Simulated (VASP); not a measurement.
Computed with PBE GGA with D3 dispersion (Becke-Johnson damping), VASP's PBE PAW potentials (set 64) (plane waves; VASP).

Input for VASP

### KPOINTS
```
Automatic mesh
0
Gamma
8 8 8
0 0 0
```

**INCAR**
```
ALGO = Normal
EDIFF = 1E-7
ENCUT = 520
GGA = PE
ISIF = 2
ISMEAR = 0
IVDW = 12
LASPH = .TRUE.
LCHARG = .FALSE.
LMAXMIX = 4
LREAL = .FALSE.
LWAVE = .FALSE.
NELM = 100
PREC = Accurate
SIGMA = 0.05
SYSTEM = GaP
```

### POSCAR
```
GaP
5.390140
  0.0000000000   0.4999999656   0.4999999656
  0.4999999656   0.0000000000   0.4999999656
  0.4999999656   0.4999999656   0.0000000000
Ga P
1 1
Direct
  0.0000000000   0.0000000000   0.0000000000
  0.2500000000   0.2500000000   0.2500000000
```

POTCAR, in this order: Ga_d P (PBE.64 set). Program: vasp_std.

**Question.** What will the output report for the number of irreducible k-points (NKPTS), largest plane-wave count, number of space-group operations, FFT grid (NGX, NGY, NGZ)?

**Answer.** 
```
Property                                      Result
--------------------------------------  ------------
number of irreducible k-points (NKPTS)            29
largest plane-wave count                        1067
number of space-group operations                  24
FFT grid (NGX, NGY, NGZ)                28 × 28 × 28
```

The compound is GaP in the zinc blende structure. This cell is one point of a volume scan, at 0.97 of the reference volume.
